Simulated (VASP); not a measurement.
## CdF2 (space group Fm-3m): computed properties

All values below come from LDA (Ceperley-Alder, Perdew-Zunger), VASP's LDA PAW potentials (set 64) (plane waves; VASP 6.6.1).

| Item | Result |
|---|---|
| space group | Fm-3m (225) |
| cell | a = b = c = 5.316 Å, α = β = γ = 90.00° |
| volume per atom | 12.52 Å³/atom |
| band gap (over mesh and band path) | 2.94 eV |
| smallest direct gap (over mesh and band path) | 3.36 eV |
| Hill bulk modulus | 127 GPa |
| Hill shear modulus | 368 kbar |
| Poisson's ratio | 0.368 |
| band-edge character without spin-orbit coupling | indirect, W to Γ |
| band gap with spin-orbit coupling | 2.93 eV |
| density | 6.65 g/cm³ |
| mean ε∞ (DFPT) | 2.89 |
| mean ε∞ (independent particles) | 2.93 |
| mean static ε | 7.43 |
| optical Γ-point spectrum | 245 (×3), 322 (×3) cm⁻¹ |
| C11 | 204 GPa |
| C12 | 88.9 GPa |
| C44 | 27.1 GPa |

```
CELL_PARAMETERS angstrom
      0.00000     2.65797     2.65797
      2.65797     0.00000     2.65797
      2.65797     2.65797     0.00000
ATOMIC_POSITIONS crystal
  Cd 0.00000 0.00000 0.00000
  F  0.25000 0.25000 0.25000
  F  0.75000 0.75000 0.75000
```

The structure comes from a computed database's CdF2 entry (Fm-3m); how it stands against other phases isn't given here. It was relaxed first. Symmetry was kept, so distortions that lower it aren't found.
